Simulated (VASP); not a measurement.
An input for Ansatz (written as the equivalent of a VASP run, and not itself run):

Ansatz 0.2 input:
```yaml
crystal:
  lattice:
    - [3.6290000, 0.0000000, 0.0000000]
    - [0.0000000, 3.6290000, 0.0000000]
    - [0.0000000, 0.0000000, 3.6290000]
  atoms:
    - { symbol: Zn, position: [0.4942090, 0.5036500, 0.5087140] }
    - { symbol: Yb, position: [0.0057910, -0.0036500, -0.0087140], spin: 1 }
kpoints:
  mp_grid: { grid: [7, 7, 7] }
hamiltonian:
  xc: pbesol
  pseudopotentials: { kind: paw }
magnetization: { spin_polarized: true }
scf:
  occupations: { method: fermi_dirac, width: 0.1 }
  max_iter: 100
output: { forces: true, stress: true, eigenvalues: true }
```

Translate this input to VASP (INCAR, KPOINTS, POSCAR, choice of POTCAR).

This is not unique; one that fits is 
File KPOINTS:
```
Automatic mesh
0
Gamma
  7 7 7
```

### POSCAR
```
YbZn
1.0
  3.6290000000   0.0000000000   0.0000000000
  0.0000000000   3.6290000000   0.0000000000
  0.0000000000   0.0000000000   3.6290000000
Zn Yb
1 1
direct
  0.4942090000   0.5036500000   0.5087140000
  0.0057910000  -0.0036500000  -0.0087140000
```

### INCAR
```
ALGO = Normal
EDIFF = 1E-6
ENCUT = 300
GGA = PS
ISIF = 2
ISMEAR = -1
ISPIN = 2
LASPH = T
LCHARG = F
LMAXMIX = 6
LORBIT = 11
LREAL = F
LWAVE = F
MAGMOM = 0.0 1.0
NELM = 100
PREC = Accurate
SIGMA = 0.1
SYSTEM = YbZn
```

POTCAR, in this order: Zn Yb (PBE.64 set). Program: vasp_std.

The two are equivalent in intent, not identical: each code has its own PAW files, so the cut-off isn't converted (ENCUT is set for VASP's; basis.ecutwfc is left out, and Ansatz then takes the one that its files recommend); Ansatz stops its SCF on the density residual and VASP on the energy change (EDIFF).

The structure comes from a measured YbZn entry of the Crystallography Open Database, whose conditions weren't checked. The cell was not relaxed at this level, atoms are displaced from their ideal sites.
